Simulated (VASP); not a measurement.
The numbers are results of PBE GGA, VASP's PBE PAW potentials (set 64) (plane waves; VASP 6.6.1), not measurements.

VASP ran on this input.

### INCAR
```
SYSTEM = Ag
PREC = Accurate
ENCUT = 180
EDIFF = 1E-6
NELM = 100
ALGO = Normal
LREAL = .FALSE.
LASPH = .TRUE.
ISMEAR = 0
SIGMA = 0.272
GGA = PE
LMAXMIX = 4
LWAVE = .FALSE.
LCHARG = .FALSE.
ISIF = 2
```

**POSCAR**
```
Ag
1
    0.0000000000     1.9412470000     1.9412470000
    1.9412470000     0.0000000000     1.9412470000
    1.9412470000     1.9412470000     0.0000000000
Ag
1
Direct
  0.0000000000   0.0000000000   0.0000000000
```

KPOINTS:
```
kpoints
0
Gamma
 14 14 14
```

POTCAR, in this order: Ag (PBE.64 set). Program: vasp_std.

Output of the run:

### OSZICAR
```
       N       E                     dE             d eps       ncg     rms          rms(c)
DAV:   1     0.940209578057E+01    0.94021E+01   -0.32635E+03  2405   0.454E+02
DAV:   2    -0.279661760951E+01   -0.12199E+02   -0.11945E+02  1959   0.975E+01
DAV:   3    -0.283466950108E+01   -0.38052E-01   -0.38047E-01  2208   0.504E+00
DAV:   4    -0.283469552552E+01   -0.26024E-04   -0.26025E-04  2039   0.133E-01
DAV:   5    -0.283469558914E+01   -0.63625E-07   -0.61885E-07  1939   0.572E-03    0.109E+01
DAV:   6    -0.218958209333E+01    0.64511E+00   -0.23529E+00  1910   0.152E+01    0.380E+00
DAV:   7    -0.216016929713E+01    0.29413E-01   -0.11684E-01  1967   0.331E+00    0.146E+00
DAV:   8    -0.215743763495E+01    0.27317E-02   -0.17779E-03  2002   0.373E-01    0.277E-01
DAV:   9    -0.215730806329E+01    0.12957E-03   -0.24323E-04  1978   0.142E-01    0.354E-02
DAV:  10    -0.215730482414E+01    0.32391E-05   -0.25074E-06  1823   0.164E-02    0.538E-03
DAV:  11    -0.215730363692E+01    0.11872E-05   -0.92502E-08   956   0.340E-03    0.520E-04
DAV:  12    -0.215730378162E+01   -0.14471E-06   -0.38135E-09   945   0.561E-04
   1 F= -.21573038E+01 E0= -.21530916E+01  d E =-.842429E-02
```

OUTCAR:
```
------------------------ aborting loop because EDIFF is reached ----------------------------------------
  FORCE on cell =-STRESS in cart. coord.  units (eV):
  Direction    XX          YY          ZZ          XY          YZ          ZX
  --------------------------------------------------------------------------------------
  Total       -9.9541957     -9.9541957     -9.9541957     -0.0000000      0.0000000     -0.0000000
  in kB    -1090.0448519  -1090.0448519  -1090.0448519     -0.0000000      0.0000000     -0.0000000
  external PRESSURE =   -1090.0448519 kB  Pullay stress =       0.0000000 kB
  volume of cell :       14.63
      direct lattice vectors                 reciprocal lattice vectors
     0.000000000  1.941247000  1.941247000    -0.257566399  0.257566399  0.257566399
     1.941247000  0.000000000  1.941247000     0.257566399 -0.257566399  0.257566399
     1.941247000  1.941247000  0.000000000     0.257566399  0.257566399 -0.257566399
 POSITION                                       TOTAL-FORCE (eV/Angst)
 -----------------------------------------------------------------------------------
      0.00000      0.00000      0.00000         0.000000      0.000000      0.000000
 -----------------------------------------------------------------------------------
    total drift:                               -0.000000      0.000000     -0.000000
  FREE ENERGIE OF THE ION-ELECTRON SYSTEM (eV)
  ---------------------------------------------------
  free  energy   TOTEN  =        -2.1573037816 eV

  energy  without entropy=       -2.1488794869  energy(sigma->0) =       -2.15309163
```
(Selected blocks of OUTCAR.)

File OUTCAR:
```
 val. band max:       10.5094051174   @ k =   0.5000   0.2857   0.1429

 cond. band min:      10.7216535615   @ k =   0.5000   0.2143   0.0714


 Fermi energy:        10.6550467722

 k-point     1 :       0.0000    0.0000    0.0000
  band No.  band energies     occupation
      1       1.8424      2.00000
      2       5.2970      2.00000
      3       5.2970      2.00000
      4       5.2970      2.00000
      5       6.4634      2.00000
      6       6.4634      2.00000
      7      27.3553      0.00000
      8      31.7312      0.00000
      9      31.7313      0.00000

 k-point     2 :       0.0714    0.0000    0.0000
  band No.  band energies     occupation
      1       2.0221      2.00000
      2       5.1006      2.00000
      3       5.3423      2.00000
      4       5.3423      2.00000
      5       6.4291      2.00000
      6       6.4291      2.00000
      7      27.4961      0.00000
      8      30.4700      0.00000
      9      31.8991      0.00000

 k-point     3 :       0.1429    0.0000    0.0000
  band No.  band energies     occupation
      1       2.5170      2.00000
      2       5.0055      2.00000
      3       5.3872      2.00000
      4       5.3872      2.00000
      5       6.3890      2.00000
      6       6.3890      2.00000
      7      27.2159      0.00000
      8      28.6258      0.00000
      9      32.3432      0.00000

 k-point     4 :       0.2143    0.0000    0.0000
  band No.  band energies     occupation
      1       3.1017      2.00000
      2       5.1005      2.00000
      3       5.4324      2.00000
      4       5.4324      2.00000
      5       6.2756      2.00000
      6       6.2756      2.00000
      7      24.7362      0.00000
      8      28.3585      0.00000
      9      32.7562      0.00000

 k-point     5 :       0.2857    0.0000    0.0000
  band No.  band energies     occupation
      1       3.3528      2.00000
      2       5.4145      2.00000
      3       5.4145      2.00000
...
```

At this cut-off the stress carries a Pulay error, which pulls relaxed volumes low.

The structure comes from a computed database's Ag entry; how it stands against other phases isn't given here. The cell was not relaxed at this level, and its volume differs by -8.7 % from the start's. The run is one of a series of settings (ENCUT = 180 against the base run), some of them coarse on purpose.
